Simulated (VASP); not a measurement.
```
GaN
1.0
    1.59946    -2.77034     0.00000
    1.59946     2.77034     0.00000
    0.00000     0.00000     5.20529
Ga N
2 2
Direct
  0.66667   0.33333   0.50008
  0.33333   0.66667   0.00008
  0.66667   0.33333   0.87692
  0.33333   0.66667   0.37692
```

Method: revTPSS meta-GGA, VASP's PBE PAW potentials (set 64) (plane waves; VASP). Settings: 520 eV cut-off, 8×8×4 Γ-centred mesh, Gaussian smearing of 0.050 eV, potentials Ga_d N.

**Question.** What does the run give for the energy per atom (σ→0)?

**Answer.** 
```yaml
energy per atom (σ→0): -3.905 eV/atom
```

The absolute energy has meaning only against runs of the same code, potentials and settings.

The compound is GaN in the wurtzite structure. It was relaxed first.
